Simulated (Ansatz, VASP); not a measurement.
## Cross-check of HfZn (HfZn (Pm-3m)) between VASP and Ansatz

Wanted: the spread between two codes on one cell, functional and k mesh. The cell is taken from a series of runs on this material, whose earlier steps may have relaxed, scaled, displaced or heated it; both programs get it as it stands.

Main program and level: Ansatz 0.2.0; plane waves, with VASP 6.6.1 beside it; relaxation of cell and atoms at r2SCAN.

## 1. Set-up

The structure is cubic, space group Pm-3m (No. 221). The conventional cell has a = 3.275 Å, b = 3.275 Å, c = 3.275 Å, α = 90.00°, β = 90.00°, γ = 90.00°. Nearest to Hf lie 8 Zn at 2.84 Å. Nearest to Zn lie 8 Hf at 2.84 Å. Farther neighbours are not listed.

As a file:

```cif
data_structure
_symmetry_space_group_name_H-M 'Pm-3m'
_symmetry_Int_Tables_number 221
_cell_length_a 3.2751
_cell_length_b 3.2751
_cell_length_c 3.2751
_cell_angle_alpha 90.000
_cell_angle_beta 90.000
_cell_angle_gamma 90.000
_cell_volume 35.13
loop_
_atom_site_label
_atom_site_type_symbol
_atom_site_symmetry_multiplicity
_atom_site_Wyckoff_symbol
_atom_site_fract_x
_atom_site_fract_y
_atom_site_fract_z
_atom_site_occupancy
Hf1 Hf 1 a 0.00000 0.00000 0.00000 1
Zn1 Zn 1 b 0.50000 0.50000 0.50000 1
```

## 2. VASP: relaxation of cell and atoms, r2SCAN

The relaxed volume is the usual yardstick between codes: in a stiff, nearly cubic crystal its relative difference is about their pressure difference at one cell divided by the bulk modulus.

Lines of VASP's logs that name or quote its potential files are left out, and so is its time.

INCAR

```
SYSTEM = HfZn
PREC = Accurate
ENCUT = 550
EDIFF = 1E-07
NELM = 120
ISMEAR = -1
SIGMA = 0.05
LREAL = .FALSE.
ALGO = Normal
METAGGA = R2SCAN
LASPH = .TRUE.
NBANDS = 17
LORBIT = 11
LWAVE = .FALSE.
LCHARG = .FALSE.
ISIF = 3
IBRION = 2
NSW = 80
EDIFFG = -0.005
GGA_COMPAT = .FALSE.
NELMIN = 4
LMIXTAU = .TRUE.
KPAR = 2
```

POSCAR

```
HfZn
1.0
    3.2751050000      0.0000000000      0.0000000000
    0.0000000000      3.2751050000      0.0000000000
    0.0000000000      0.0000000000      3.2751050000
Hf Zn
1 1
Direct
    0.4999998473      0.4999998473      0.4999998473
    0.0000000000      0.0000000000      0.0000000000
```

KPOINTS

```
Automatic mesh
0
Gamma
12 12 12
0 0 0
```

Potentials, in the order of the species: Hf_pv and Zn (PBE family, release 64).

Run with:

```
$ mpirun -np 2 vasp_std
```

Numbers of over 12 decimals in the logs are rounded to 6 here.

Log:

```text
[banner, memory and clock lines left out]
running    2 mpi-ranks, on    1 nodes
 distrk:  each k-point on    1 cores,    2 groups
 distr:  one band on    1 cores,    1 groups

 POSCAR found type information on POSCAR HfZn
 POSCAR found :  2 types and       2 ions
|                                                                             |
|               ----> ADVICE to this user running VASP <----                  |
|                                                                             |
|     You enforced a specific xc type in the INCAR file but a different       |
|     [... a line on the potential file left out ...]
|     I HOPE YOU KNOW WHAT YOU ARE DOING!                                     |
|                                                                             |

 LDA part: xc-table for (None), standard interpolation
 POSCAR, INCAR and KPOINTS ok, starting setup
 FFT: planning ... GRIDC
 FFT: planning ... GRID_SOFT
 FFT: planning ... GRID
 WAVECAR not read
 entering main loop
       N       E                     dE             d eps       ncg     rms          rms(c)
DAV:   1     0.519585118868E+02    0.51959E+02   -0.12924E+04  2880   0.176E+03
DAV:   2    -0.541368512134E+02   -0.10610E+03   -0.10334E+03  3061   0.331E+02
DAV:   3    -0.588791928255E+02   -0.47423E+01   -0.46993E+01  3520   0.653E+01
DAV:   4    -0.589270071782E+02   -0.47814E-01   -0.47775E-01  3297   0.600E+00
DAV:   5    -0.589274330338E+02   -0.42586E-03   -0.42583E-03  3549   0.587E-01    0.505E+01
DAV:   6    -0.545368150285E+02    0.43906E+01   -0.28484E+00  3175   0.282E+01    0.293E+01
DAV:   7    -0.546461608967E+02   -0.10935E+00   -0.19054E+00  3609   0.217E+01    0.469E+00
DAV:   8    -0.544875302689E+02    0.15863E+00   -0.87096E-01  3233   0.156E+01    0.311E+00
DAV:   9    -0.543756305802E+02    0.11190E+00   -0.16676E-01  3551   0.448E+00    0.584E+00
DAV:  10    -0.545258734866E+02   -0.15024E+00   -0.76996E-02  3114   0.327E+00    0.358E-01
DAV:  11    -0.545230041739E+02    0.28693E-02   -0.49978E-03  3009   0.715E-01    0.651E-01
DAV:  12    -0.545261064632E+02   -0.31023E-02   -0.25641E-03  3041   0.469E-01    0.541E-02
DAV:  13    -0.545262577295E+02   -0.15127E-03   -0.29020E-04  3099   0.181E-01    0.341E-02
DAV:  14    -0.545262585266E+02   -0.79711E-06   -0.70349E-06  3803   0.274E-02    0.268E-02
DAV:  15    -0.545262512803E+02    0.72463E-05   -0.96585E-07  3189   0.916E-03    0.193E-02
DAV:  16    -0.545262626957E+02   -0.11415E-04   -0.31989E-05  2913   0.527E-02    0.490E-02
DAV:  17    -0.545262623157E+02    0.38006E-06   -0.50156E-06  3060   0.247E-02    0.240E-02
DAV:  18    -0.545262622191E+02    0.96567E-07   -0.12840E-07  2300   0.291E-03
   1 F= -.54526262E+02 E0= -.54524228E+02  d E =-.545263E+02
[...]
2 F= -.54526152E+02 E0= -.54524098E+02  d E =0.110386E-03
[...]
3 F= -.54526244E+02 E0= -.54524202E+02  d E =0.180485E-04
 curvature:  -0.19 expect dE=-0.556E-05 dE for cont linesearch -0.556E-05
 ZBRENT: interpolating
 opt :   0.2440  next Energy=   -54.526248 (dE= 0.144E-04)
 bond charge predicted
       N       E                     dE             d eps       ncg     rms          rms(c)
DAV:   1    -0.545262768927E+02   -0.32767E-04   -0.36989E-04  3417   0.298E-01    0.564E-02
DAV:   2    -0.545262603231E+02    0.16570E-04   -0.89428E-05  3322   0.189E-01    0.145E-02
DAV:   3    -0.545262559948E+02    0.43282E-05   -0.65985E-06  3514   0.365E-02    0.779E-03
DAV:   4    -0.545262547165E+02    0.12783E-05   -0.22586E-06  3621   0.165E-02    0.496E-03
DAV:   5    -0.545262542132E+02    0.50332E-06   -0.18472E-07  2370   0.417E-03    0.328E-03
DAV:   6    -0.545262535995E+02    0.61368E-06   -0.80745E-08  1744   0.434E-03    0.782E-04
DAV:   7    -0.545262534580E+02    0.14146E-06   -0.77437E-08  1458   0.316E-03    0.256E-04
DAV:   8    -0.545262534689E+02   -0.10859E-07   -0.61446E-09  1449   0.748E-04
   4 F= -.54526253E+02 E0= -.54524214E+02  d E =0.875021E-05
 curvature:  -0.12 expect dE=-0.722E-06 dE for cont linesearch -0.722E-06
 trial: gam= 0.00000 g(F)=  0.648E-48 g(S)=  0.592E-05 ort =-0.245E-04 (trialstep = 0.849E+00)
 search vector abs. value=  0.592E-05
 reached required accuracy - stopping structural energy minimisation
```

OUTCAR, selected parts (step 2):

```text
ion  position               nearest neighbor table
   1  0.500  0.500  0.500-   2 2.84   2 2.84   2 2.84   2 2.84   2 2.84   2 2.84   2 2.84   2 2.84

  LATTYP: Found a simple cubic cell.
 ALAT       =     3.2751050000

 Subroutine GETGRP returns: Found 48 space group operations
 (whereof 48 operations were pure point group operations)

The static configuration has the point symmetry O_h .

 Found     84 irreducible k-points:

   k-points           NKPTS =     84   k-points in BZ     NKDIM =     84   number of bands    NBANDS=     17

   dimension x,y,z NGX =    28 NGY =   28 NGZ =   28
   dimension x,y,z NGXF=    56 NGYF=   56 NGZF=   56

   ENCUT  =  550.0 eV  40.42 Ry    6.36 a.u.   6.26  6.26  6.26*2*pi/ulx,y,z

   NELECT =      22.0000    total number of electrons

 k-points in reciprocal lattice and weights: Automatic mesh
   0.00000000  0.00000000  0.00000000       0.001
   0.08333333  0.00000000  0.00000000       0.003
   0.16666667  0.00000000  0.00000000       0.003
   0.25000000  0.00000000  0.00000000       0.003
   0.33333333  0.00000000  0.00000000       0.003
   0.41666667  0.00000000  0.00000000       0.003
   0.50000000  0.00000000  0.00000000       0.002
   0.08333333  0.08333333  0.00000000       0.007
   0.16666667  0.08333333  0.00000000       0.014
[...]
0.50000000  0.50000000  0.41666667       0.003
   0.50000000  0.50000000  0.50000000       0.001

 average (electrostatic) potential at core
       1 -43.7865       2 -40.6307

 E-fermi :   4.3491

 k-point     1 :       0.0000    0.0000    0.0000
  band No.  band energies     occupation
    ...
      7      -3.0518      2.00000
      8      -3.0518      2.00000
      9      -3.0518      2.00000
     10       3.4924      2.00000
     11       3.4924      2.00000
     12       8.9629      0.00000
     13       8.9629      0.00000
     14       8.9629      0.00000
     15      10.1258      0.00000
     16      10.1258      0.00000
    ...

 k-point     2 :       0.0833    0.0000    0.0000
  band No.  band energies     occupation
    ...
      7      -3.0561      2.00000
      8      -3.0561      2.00000
      9      -3.0487      2.00000
     10       3.4800      2.00000
     11       3.5137      2.00000
     12       8.2912      0.00000
     13       8.2912      0.00000
     14       8.9693      0.00000
     15       9.6633      0.00000
     16      10.8886      0.00000
    ...

 k-point     3 :       0.1667    0.0000    0.0000
  band No.  band energies     occupation
    ...
      7      -3.0674      2.00000
      8      -3.0674      2.00000
      9      -3.0402      2.00000
     10       3.3212      2.00000
     11       3.5739      2.00000
     12       7.3724      0.00000
     13       7.3724      0.00000
     14       8.9097      0.00000
     15       8.9869      0.00000
     16      12.0887      0.00000
    ...

  Total       -0.0090459     -0.0090459     -0.0090459      0.0000000      0.0000000      0.0000000
  in kB       -0.4122852     -0.4122852     -0.4122852      0.0000000      0.0000000      0.0000000
  external PRESSURE =      -0.4122852 kB  Pullay stress =       0.0000000 kB

  energy-cutoff  :      550.00
  volume of cell :       35.15
      direct lattice vectors                 reciprocal lattice vectors
     3.275827705  0.000000000  0.000000000     0.305266360  0.000000000  0.000000000
    -0.000000000  3.275827705  0.000000000    -0.000000000  0.305266360  0.000000000
     0.000000000 -0.000000000  3.275827705    -0.000000000 -0.000000000  0.305266360

 POSITION                                       TOTAL-FORCE (eV/Angst)
 -----------------------------------------------------------------------------------
      1.63791      1.63791      1.63791        -0.000000     -0.000000      0.000000
      0.00000      0.00000      0.00000         0.000000      0.000000      0.000000
 -----------------------------------------------------------------------------------
    total drift:                                0.000101      0.000101      0.000101

  FREE ENERGIE OF THE ION-ELECTRON SYSTEM (eV)
  ---------------------------------------------------
  free  energy   TOTEN  =       -54.5262534689 eV

  energy  without entropy=      -54.5221750565  energy(sigma->0) =      -54.52421426

 reached required accuracy - stopping structural energy minimisation

 total charge
# of ion       s       p       d       tot
------------------------------------------
    1        0.331   6.423   1.541   8.294
    2        0.658   0.590   9.700  10.948
--------------------------------------------------
tot          0.989   7.013  11.240  19.242

[... 3 further parts left out ...]
```

CONTCAR:

```
HfZn
   1.00000000000000
     3.2758277047056334    0.0000000000000000    0.0000000000000000
    -0.0000000000000000    3.2758277047056334    0.0000000000000000
     0.0000000000000000   -0.0000000000000000    3.2758277047056334
  Hf              Zn
     1     1
Direct
     0.4999998473000034    0.4999998473000034    0.4999998473000034
     0.0000000000000000    0.0000000000000000    0.0000000000000000
```

Harder data sets than Hf_pv exist (the GW ones), and pressures, volumes and forces can shift noticeably with them. The PAW data sets were made with PBE, which is usual practice but a small mismatch for other functionals. The run keeps the 48 symmetry operations of its start, so it cannot find a distortion of lower symmetry.

## 3. Ansatz: relaxation of cell and atoms, r2SCAN

Ansatz runs on its PAW soft_1 files.

The same cell, functional, mesh and smearing now go to Ansatz.

input.yaml

```yaml
crystal:
  lattice:
    - [3.2751048, 0.0, 0.0]
    - [0.0, 3.2751048, 0.0]
    - [0.0, 0.0, 3.2751048]
  atoms:
    - { symbol: Hf, position: [0.5, 0.5, 0.5] }
    - { symbol: Zn, position: [0.0, 0.0, 0.0] }
basis:
  ecutwfc: 500
  xc_grid: 2
hamiltonian:
  xc: r2scan
  pseudopotentials: { kind: paw, azcp: { folder: soft_1 } }
kpoints:
  mp_grid: { grid: [12, 12, 12] }
scf:
  occupations: { method: fermi_dirac, width: 0.05 }
  max_iter: 150
output:
  forces: true
  stress: true
relax:
  f_tol: 0.01
  max_steps: 60
  cell: {}
checkpoint:
  write: "../r2scan.run"
  compress: false
  write_wavefunctions: false
  write_every: 100000
```

Run with:

```
$ ansatz run input.yaml --threads 4 --pin off --max-ram 6594MiB --backend cpu --events-out ev --progress --plain --runs-dir out
```

Log:

```text
Engine: ansatz 0.2.0, aarch64-unknown-linux-gnu
Pseudopotentials: kind: paw
Pseudopotential: Hf, paw, valence charge 26, recommended cutoff 500 eV (meta_gga), soft_1/Hf.paw.azcp
Pseudopotential: Zn, paw, valence charge 12, recommended cutoff 500 eV (meta_gga), soft_1/Zn.paw.azcp
Functional definition: r2SCAN
  parameter k0 = 0.174
  parameter k1 = 0.065
  parameter a1 = 4.9479
  exchange = r2scan_x(k0 = k0, k1 = k1, a1 = a1)
  correlation = r2scan_c
Crystal: 2 atoms, lattice volume = 35.130 Å³
Basis set: ecut = 500 eV, 895 PW (Γ), exchange–correlation on 48×48×48 points (8 copies of the dense FFT grid, shifted against one another)
Bands: 23, of which v1, the nominal top of the filled ones, is band 19 counted from 1 (18 counted from 0)
Symmetry: 48 space group operations
Space group: Pm-3m (ITA 221), of the structure as read, at distance tolerance 3.3e-5 Å
k-points: 84 of 1728
Non-local potential: Hf, projectors of the file, l = 0: 3, l = 1: 2, l = 2: 2, l = 3: 3
Non-local potential: Zn, projectors of the file, l = 0: 2, l = 1: 2, l = 2: 3, l = 3: 1
PAW form: soft (Blöchl's): semilocal exchange-correlation on the pseudo side does not see the compensation charge
PAW frozen core: Hf, regenerated for the run's functional (the file was generated under x = pbe(κ = 0.804, μ = 0.219515), c = pbe(β = 0.066725))
PAW frozen core: Zn, regenerated for the run's functional (the file was generated under x = pbe(κ = 0.804, μ = 0.219515), c = pbe(β = 0.066725))
PAW one-centre angular grid: Hf, 974 points (default); XC on 224 Gauss nodes
PAW one-centre angular grid: Zn, 590 points (default); XC on 160 Gauss nodes
Initial density: superposition of atomic densities (chi_scale 0.1, normalization cell, long waves kept (reshape's long-wave potential 0.00 eV rms))
Initial wavefunctions: pseudopotential atomic-orbital guess
Functional: x = r2scan, c = r2scan; τ floored in thin density (d = 2e-4 eV/Å³)
SCF iter   1: F=—  HF=-19060.469481 eV  |F-HF|=—  |Δ(HF+E_count)|=         —  Δρ=1.05e-1  dr2=3.09e0  dr2_τ=2.43e-2  ethr=3.10e-3  ⟨swp⟩=5.7  Hψ=8460  notcnv=0
preconditioner: auto → Resta (q_TF=auto, 2.764 Å⁻¹)  ε∞=7.0  [insulator: Δε(μ)=0.198 eV  Ē_g=15.286 eV  σ=0.050 eV  W_gap=0.75  n_scr=18 (ndim 8)  ℏωp=37.6 eV  f_vac=0.000  D(μ)=0.22/eV (n_scr^D=0)  ε∞_Penn≈7.0]
SCF iter   2: F=—  HF=-19060.006614 eV  |F-HF|=—  |Δ(HF+E_count)|=   4.63e-1  Δρ=4.37e-2  dr2=2.16e-1  dr2_τ=1.40e-2  ethr=3.10e-3  ⟨swp⟩=2.8  Hψ=3772  notcnv=0
preconditioner: auto → Kerker (q_TF=auto, 2.764 Å⁻¹)  [metal: Δε(μ)=0.015 eV  Ē_g=15.743 eV  σ=0.050 eV  W_gap=0.07  n_scr=18 (ndim 8)  ℏωp=37.6 eV  f_vac=0.000  D(μ)=0.49/eV (n_scr^D=0)]
SCF iter   3: F=—  HF=-19059.900557 eV  |F-HF|=—  |Δ(HF+E_count)|=   1.06e-1  Δρ=1.87e-2  dr2=1.18e-1  dr2_τ=1.64e-3  ethr=5.69e-4  ⟨swp⟩=3.0  Hψ=4252  notcnv=0
SCF iter   4: F=—  HF=-19059.927569 eV  |F-HF|=—  |Δ(HF+E_count)|=   2.70e-2  Δρ=1.07e-2  dr2=1.91e-2  dr2_τ=6.23e-4  ethr=3.10e-4  ⟨swp⟩=2.1  Hψ=3329  notcnv=0
SCF iter   5: F=—  HF=-19059.948885 eV  |F-HF|=—  |Δ(HF+E_count)|=   2.13e-2  Δρ=7.70e-3  dr2=8.42e-3  dr2_τ=5.13e-4  ethr=5.02e-5  ⟨swp⟩=2.0  Hψ=4168  notcnv=0
SCF iter   6: F=—  HF=-19059.940689 eV  |F-HF|=—  |Δ(HF+E_count)|=   8.20e-3  Δρ=2.53e-3  dr2=1.29e-3  dr2_τ=1.60e-5  ethr=2.21e-5  ⟨swp⟩=2.0  Hψ=3844  notcnv=0
SCF iter   7: F=—  HF=-19059.940671 eV  |F-HF|=—  |Δ(HF+E_count)|=   1.77e-5  Δρ=9.44e-4  dr2=2.08e-4  dr2_τ=7.76e-6  ethr=3.40e-6  ⟨swp⟩=2.0  Hψ=3202  notcnv=0
SCF iter   8: F=—  HF=-19059.940687 eV  |F-HF|=—  |Δ(HF+E_count)|=   1.53e-5  Δρ=4.86e-4  dr2=6.05e-5  dr2_τ=3.13e-7  ethr=5.47e-7  ⟨swp⟩=1.2  Hψ=2300  notcnv=0
SCF iter   9: F=—  HF=-19059.940676 eV  |F-HF|=—  |Δ(HF+E_count)|=   1.06e-5  Δρ=1.63e-4  dr2=7.95e-6  dr2_τ=2.26e-8  ethr=1.59e-7  ⟨swp⟩=2.1  Hψ=2568  notcnv=0
SCF iter  10: F=-19059.940674 eV  HF=-19059.940674 eV  |F-HF|=6.66e-8  |Δ(HF+E_count)|=   1.99e-6  Δρ=1.34e-5  dr2=6.08e-8  dr2_τ=8.31e-10  ethr=2.63e-10  ⟨swp⟩=4.2  Hψ=9745  notcnv=0
SCF 1 converged in 10 iterations: F = -19059.940674 eV  dr2 = 6.08e-8
  greatest PAW one-centre occupation: 0.998 electrons in one spin orbital (limit 2), on the Hf atom at site 0 (counted from 0), in its partial waves of l = 3
relax step   1: F+E_penalty+E_count = -19059.94067395 eV  Δ(F+E_penalty+E_count) = +0.000e0 eV  max|allowed force component| = 7.100e-30 eV/Å  Δτ_max = 0.0000 Å  P = +0.436 GPa  Ω = 35.130 Å³  (10 SCF iters, dr2 threshold 1.00e-7 eV, accepted)
[...]
relax step   2: F+E_penalty+E_count = -19059.94042806 eV  Δ(F+E_penalty+E_count) = +2.459e-4 eV  max|allowed force component| = 1.044e-29 eV/Å  Δτ_max = 0.0000 Å  P = -0.622 GPa  Ω = 35.428 Å³  energy of the carried Pulay correction = -6.697e-5 eV  (6 SCF iters, dr2 threshold 2.00e-7 eV, rejected (line search))
[...]
relax step   3: F+E_penalty+E_count = -19059.94081199 eV  Δ(F+E_penalty+E_count) = -1.380e-4 eV  max|allowed force component| = 2.202e-30 eV/Å  Δτ_max = 0.0000 Å  P = -0.003 GPa  Ω = 35.252 Å³  energy of the carried Pulay correction = -2.755e-5 eV  (9 SCF iters, accepted)
[...]
relax step   4: F+E_penalty+E_count = -19059.94083916 eV  Δ(F+E_penalty+E_count) = -2.717e-5 eV  max|allowed force component| = 7.461e-30 eV/Å  Δτ_max = 0.0000 Å  P = -0.002 GPa  Ω = 35.252 Å³  stress off target by 1.94e-3 GPa  SCF on the basis re-selected at this cell (its energy is not comparable with the rows above)  (6 SCF iters)
basis re-selected at this cell: Δ(F+E_penalty+E_count) = -2.717e-5 eV, ΔP = +0.001 GPa vs the last step (what re-selecting the basis moved, of the pressure what is left beyond the Pulay correction that the steps carried, after the strain that the cell walked since its last selection, with what the two solves' SCF thresholds leave and, on support functions, any second-order correction that the steps lacked; it is no m [...]
SCF converged after 6 iterations
Free energy (F): -19059.940839 eV
Harris-Foulkes:  -19059.940839 eV  (|F-HF|=3.64e-12)
Internal energy: -19059.936862 eV  (E = F + TS)
E sigma→0 (E₀):  -19059.938851 eV
Entropy (-TS):   -0.003977 eV (-1.988 meV/atom)
Fermi energy:    16.134846 eV
--- Per-component energies (eV) ---
  E_band       = 30.542947
  E_kinetic    = 555.718305
  E_local      = -8065.893155  (includes V_loc(G=0)·N_el)
  E_nonlocal   = 874.953578
  E_hartree    = 3736.841402
  E_xc         = -322.242313
  E_vxc        = -333.326696  (∫ρ·V_xc dr)
  E_paw        = -9631.948056  (= ΣΔE_a)
  E_vpaw       = -491.721497  (= ΣTr[D̂ρ^β])
  E_aug_tail   = 0.000160  (compensation charges beyond the density's cutoff)
  E_vtau       = 17.129409  (kinetic-family band-sum trace: ∫τ·v_τ [+ j·A + Jᵃ·Aᵃ] dr)
  E_ewald      = -6207.505720
  E_core_change = 0.138937  (= ΣΔE_core)
  E_smearing   = -0.003977  (= −TS)
  E_closure    = 0.000000  (closes the sum)
  Σ components = -19059.940839   (vs F -19059.940839, Δ=0.00e0)
--- Forces (eV/Å), atoms counted from 1 ---
  atom   1  Hf    -0.00000000     0.00000000     0.00000000
  atom   2  Zn     0.00000000     0.00000000     0.00000000
  max |Σ_I F_I| component: 1.45e-29 eV/Å
--- Stress (GPa, compression-positive) ---
       -0.001937      -0.000000      -0.000000
       -0.000000      -0.001937       0.000000
       -0.000000       0.000000      -0.001937
  P = ⅓ Tr σ = -0.0019 GPa (-0.019 kbar)
--- Relaxed structure (3 steps of the walk, 2 accepted, 1 SCFs on fresh bases) ---
  F+E_penalty+E_count = -19059.94083916 eV   max|allowed force component| = 7.461e-30 eV/Å   (the final SCF, on the basis selected at the relaxed cell)
  cell:  # Å, volume = 35.2523 Å³
    - [3.278908, 0, 0]
    - [0, 3.278908, 0.0]
    - [0, 0.0, 3.278908]
  atoms:
    - { symbol: Hf, position: [0.5, 0.5, 0.5] }
    - { symbol: Zn, position: [0, 0, 0] }
```

In the SCF lines HF is the Harris–Foulkes energy and dr2 the Hartree energy of the density residual, in eV; the loop may stop once dr2 is under the threshold and the program's other checks hold. Hψ counts applications of the Hamiltonian.

## 4. Side by side

Known differences besides the potentials themselves: VASP keeps PBE cores, Ansatz makes them for the functional; the data sets hold 38 valence electrons in Ansatz (on its PAW soft_1 files) and 22 in VASP; the cutoff is 500 eV in Ansatz and 550 eV in VASP; Ansatz adds a Pulay correction to the stress that steers its cell, VASP none. Total energies have different zeros and are not compared.

Compared:

```tsv
quantity	Ansatz	VASP	difference
volume (Å³)	35.25	35.15	+0.28 %
edge a after relaxation, in the typed setting (Å)	3.279	3.276	+0.09 %
```

## 5. What came out

```yaml
difference_in_volume_relaxation_of_cell_and_atoms_r2scan: 0.28 %
```

What this shows: The difference in volume is 0.28 % (relaxation of cell and atoms, r2SCAN), within the 1.2 % picked in this series as the mark of a large difference, as far as the stopping tolerances let one tell. The data sets hold unlike numbers of valence electrons (38 in Ansatz and 22 in VASP), so part of the differences comes from the potentials. How closely two codes agree says nothing of how well the functional describes the real material.

[Lines on the potential files, build, host, timing and source positions are cut from VASP's logs without a mark.]

[Logs are printed without paths, hosts, clocks, repeated set-up lines and the standing remarks that a program may print on its own settings, such as how far it seeks lower states.]

[Hosts, paths, dates, database ids (printed as entryN), source tags and the programs' standing remarks are cut or masked in the printed files.]
